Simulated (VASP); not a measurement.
All values below come from PBE GGA, VASP's PBE PAW potentials (set 64) (plane waves; VASP 6.6.1).

Input for VASP

**KPOINTS**
```
Automatic mesh
0
Gamma
6 6 6
0 0 0
```

File POSCAR:
```
SrCl2
1
    0.0000000000     3.4900000000     3.4900000000
    3.4900000000     0.0000000000     3.4900000000
    3.4900000000     3.4900000000     0.0000000000
Sr Cl
1 2
Direct
  0.0000000000   0.0000000000   0.0000000000
  0.2500000000   0.2500000000   0.2500000000
  0.7500000000   0.7500000000   0.7500000000
```

INCAR:
```
SYSTEM = SrCl2
PREC = Accurate
ENCUT = 400
EDIFF = 1E-6
NELM = 100
ALGO = Normal
LREAL = .FALSE.
LASPH = .TRUE.
ISMEAR = 0
SIGMA = 0.05
GGA = PE
LMAXMIX = 4
LWAVE = .FALSE.
LCHARG = .FALSE.
ISIF = 2
ISYM = -1
```

POTCAR, in this order: Sr_sv Cl (PBE.64 set). Program: vasp_std.

Output of the run:

OSZICAR:
```
       N       E                     dE             d eps       ncg     rms          rms(c)
DAV:   1     0.133321775664E+03    0.13332E+03   -0.10111E+04  6912   0.109E+03
DAV:   2    -0.535519181668E+01   -0.13868E+03   -0.13589E+03  9168   0.228E+02
DAV:   3    -0.128641992841E+02   -0.75090E+01   -0.75033E+01 10000   0.584E+01
DAV:   4    -0.130571172079E+02   -0.19292E+00   -0.19288E+00 11720   0.770E+00
DAV:   5    -0.130595657484E+02   -0.24485E-02   -0.24485E-02 10048   0.715E-01    0.130E+01
DAV:   6    -0.127633494480E+02    0.29622E+00   -0.78346E-01  9496   0.508E+00    0.850E+00
DAV:   7    -0.127733554678E+02   -0.10006E-01   -0.45319E-01 10808   0.416E+00    0.203E+00
DAV:   8    -0.127777646405E+02   -0.44092E-02   -0.63614E-02  8672   0.148E+00    0.318E-01
DAV:   9    -0.127792486841E+02   -0.14840E-02   -0.25492E-03 10040   0.311E-01    0.118E-01
DAV:  10    -0.127805585726E+02   -0.13099E-02   -0.11276E-03  8000   0.218E-01    0.316E-02
DAV:  11    -0.127806393938E+02   -0.80821E-04   -0.10331E-04 10928   0.580E-02    0.387E-02
DAV:  12    -0.127806492814E+02   -0.98876E-05   -0.13747E-05  8336   0.210E-02    0.132E-02
DAV:  13    -0.127806524612E+02   -0.31799E-05   -0.85238E-06  9400   0.158E-02    0.348E-03
DAV:  14    -0.127806523772E+02    0.83984E-07   -0.31789E-07  6928   0.401E-03
   1 F= -.12780652E+02 E0= -.12780652E+02  d E =-.152468E-12
```

File OUTCAR:
```
------------------------ aborting loop because EDIFF is reached ----------------------------------------
  FORCE on cell =-STRESS in cart. coord.  units (eV):
  Direction    XX          YY          ZZ          XY          YZ          ZX
  --------------------------------------------------------------------------------------
  Total        0.5300912      0.5300901      0.5300919     -0.0000010     -0.0000094     -0.0000009
  in kB        9.9897560      9.9897364      9.9897696     -0.0000191     -0.0001772     -0.0000169
  external PRESSURE =       9.9897540 kB  Pullay stress =       0.0000000 kB
  volume of cell :       85.02
      direct lattice vectors                 reciprocal lattice vectors
     0.000000000  3.490000000  3.490000000    -0.143266476  0.143266476  0.143266476
     3.490000000  0.000000000  3.490000000     0.143266476 -0.143266476  0.143266476
     3.490000000  3.490000000  0.000000000     0.143266476  0.143266476 -0.143266476
 POSITION                                       TOTAL-FORCE (eV/Angst)
 -----------------------------------------------------------------------------------
      0.00000      0.00000      0.00000         0.000000      0.000000      0.000000
      1.74500      1.74500      1.74500         0.000003      0.000001     -0.000000
      5.23500      5.23500      5.23500        -0.000003     -0.000001      0.000000
 -----------------------------------------------------------------------------------
    total drift:                                0.000000      0.000001     -0.000001
  FREE ENERGIE OF THE ION-ELECTRON SYSTEM (eV)
  ---------------------------------------------------
  free  energy   TOTEN  =       -12.7806523772 eV

  energy  without entropy=      -12.7806523772  energy(sigma->0) =      -12.78065238
```
(Selected blocks of OUTCAR.)

File OUTCAR:
```
 val. band max:        0.1445638807   @ k =   0.5000   0.0000   0.5000

 cond. band min:       5.4737594204   @ k =   0.0000   0.0000   0.0000


 Fermi energy:         0.3773033200

 k-point     1 :       0.0000    0.0000    0.0000
  band No.  band energies     occupation
      1     -32.7484      2.00000
      2     -14.7375      2.00000
      3     -14.7375      2.00000
      4     -14.7375      2.00000
      5     -13.1587      2.00000
      6     -12.3116      2.00000
      7      -1.9766      2.00000
      8      -1.9766      2.00000
      9      -1.9766      2.00000
     10      -0.1920      2.00000
     11      -0.1920      2.00000
     12      -0.1920      2.00000
     13       5.4738      0.00000
     14       6.2407      0.00000
     15       6.2407      0.00000
     16       9.1762      0.00000

 k-point     2 :       0.1667    0.0000    0.0000
  band No.  band energies     occupation
      1     -32.7477      2.00000
      2     -14.8244      2.00000
      3     -14.7410      2.00000
      4     -14.7410      2.00000
      5     -13.0096      2.00000
      6     -12.3683      2.00000
      7      -1.8756      2.00000
      8      -1.8756      2.00000
      9      -1.7919      2.00000
     10      -0.5021      2.00000
     11      -0.3407      2.00000
     12      -0.3407      2.00000
     13       6.0646      0.00000
     14       6.4471      0.00000
     15       6.4471      0.00000
     16       8.1635      0.00000

 k-point     3 :       0.3333    0.0000    0.0000
  band No.  band energies     occupation
      1     -32.7461      2.00000
      2     -14.9621      2.00000
      3     -14.7478      2.00000
      4     -14.7478      2.00000
      5     -12.7951      2.00000
      6     -12.4242      2.00000
      7      -1.6204      2.00000
      8      -1.6204      2.00000
      9      -1.4406      2.00000
     10      -1.0201      2.00000
     11      -0.6701      2.00000
     12      -0.6701      2.00000
     13       6.7650      0.00000
...
```

The compound is SrCl2 in the fluorite structure. The cell was not relaxed at this level. The run is one of a series of settings (ISYM = -1 against the base run), some of them coarse on purpose.
